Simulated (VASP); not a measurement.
SnO:

```
Sn O
1.0
     3.80200    0.00000    0.00000
     0.00000    3.80200    0.00000
     0.00000    0.00000    4.83600
Sn O
2 2
Direct
  0.00000 0.50000 0.23850
  0.50000 0.00000 0.76150
  0.00000 0.00000 0.00000
  0.50000 0.50000 0.00000
```

| Quantity | Value |
| --- | --- |
| Program | VASP 6.6.1 |
| Task | relaxation of cell and atoms |
| Functional | optB88-vdW |
| Potentials or basis | VASP PAW PBE potentials, release 64 (Sn_d, O) |
| Cutoff | 520 eV |
| k mesh | 8 × 8 × 6 |
| Occupations | gaussian, width 0.02 eV |
| Spin | no spin polarisation |

At the start: pressure 3.8 GPa; volume 17.48 Å³/atom.

Q: Where does the relaxation end?

A: Over 18 steps the energy falls by 8.2 meV/atom and the volume is 18.26 Å³/atom (+4.5 %); space group P4/nmm (No. 129, to 0.05 Å).

The path:
| step | energy change (eV) | largest force (eV/Å) | pressure (GPa) | volume (Å³) |
| --- | --- | --- | --- | --- |
| 1 | 0.0000 | 0.4357 | 3.77 | 69.91 |
| 2 | -0.0031 | 0.6657 | -2.88 | 74.14 |
| 3 | -0.0297 | 0.1554 | 0.14 | 72.03 |
| 4 | -0.0297 | 0.1438 | 0.23 | 71.99 |
| 5 | -0.0318 | 0.0659 | 0.13 | 72.28 |
| 6 | -0.0323 | 0.0162 | 0.10 | 72.47 |
| 7 | -0.0323 | 0.0073 | 0.09 | 72.51 |
| 8 | -0.0324 | 0.0211 | -0.03 | 72.64 |
| 9 | -0.0325 | 0.0353 | -0.13 | 72.77 |
| 10 | -0.0325 | 0.0306 | -0.11 | 72.78 |
| 11 | -0.0327 | 0.0161 | -0.04 | 72.84 |
| 12 | -0.0328 | 0.0127 | 0.08 | 72.95 |
| 13 | -0.0328 | 0.0053 | 0.02 | 73.03 |
| 14 | -0.0328 | 0.0049 | -0.01 | 73.04 |
| 15 | -0.0328 | 0.0028 | 0.03 | 73.03 |
| 16 | -0.0328 | 0.0055 | 0.01 | 73.04 |
| 17 | -0.0328 | 0.0053 | 0.02 | 73.04 |
| 18 | -0.0328 | 0.0001 | 0.01 | 73.04 |

Final structure:
```xyz
4
Lattice="3.8593 0.0000 0.0000 0.0000 3.8593 0.0000 0.0000 0.0000 4.9039" Properties=species:S:1:pos:R:3 pbc="T T T"
Sn    0.0000    1.9296    1.1617
Sn    1.9296    0.0000    3.7422
O     0.0000    0.0000    0.0000
O     1.9296    1.9296    0.0000
```

Caveat: the PAW data sets were made with another functional, which shifts forces and pressure a little.
